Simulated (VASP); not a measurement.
Consider the following.

```
CELL_PARAMETERS angstrom
      4.17141     0.00000     0.00000
      0.00000     5.89927     0.00000
      0.00000     0.00000    27.41138
ATOMIC_POSITIONS crystal
  Pb 0.00000 0.00000 0.30978
  Pb 0.50000 0.50000 0.38587
  Pb 0.00000 0.00000 0.46196
  Pb 0.50000 0.50000 0.53804
  Pb 0.00000 0.00000 0.61413
  Pb 0.50000 0.50000 0.69022
  S  0.50000 0.00000 0.38587
  S  0.00000 0.50000 0.30978
  S  0.50000 0.00000 0.53804
  S  0.00000 0.50000 0.46196
  S  0.50000 0.00000 0.69022
  S  0.00000 0.50000 0.61413
```

These are PBEsol GGA, VASP's PBE PAW potentials (set 64) (plane waves; VASP) values and carry that method's errors. Run with PREC = Normal, EDIFF = 1E-5, 400 eV cut-off, 5×4×1 Γ-centred mesh, Gaussian smearing of 0.050 eV, potentials Pb_d S.

Problem. The ions are relaxed. Which structure does the run end with?

Solution. 
```
CELL_PARAMETERS angstrom
      4.17141     0.00000     0.00000
      0.00000     5.89927     0.00000
      0.00000     0.00000    27.41138
ATOMIC_POSITIONS crystal
  Pb 0.00000 0.00000 0.30902
  Pb 0.50000 0.50000 0.38017
  Pb 0.00000 0.00000 0.46334
  Pb 0.50000 0.50000 0.53666
  Pb 0.00000 0.00000 0.61983
  Pb 0.50000 0.50000 0.69098
  S  0.50000 0.00000 0.37336
  S  0.00000 0.50000 0.31517
  S  0.50000 0.00000 0.52982
  S  0.00000 0.50000 0.47018
  S  0.50000 0.00000 0.68483
  S  0.00000 0.50000 0.62664
```

Problem. How much energy does the relaxation gain?

Solution. The energy (σ→0) changes by -60.8 meV/atom, in 16 ionic steps.

The cell is a thin slab with vacuum, built from PbS (rock salt): (110) face.
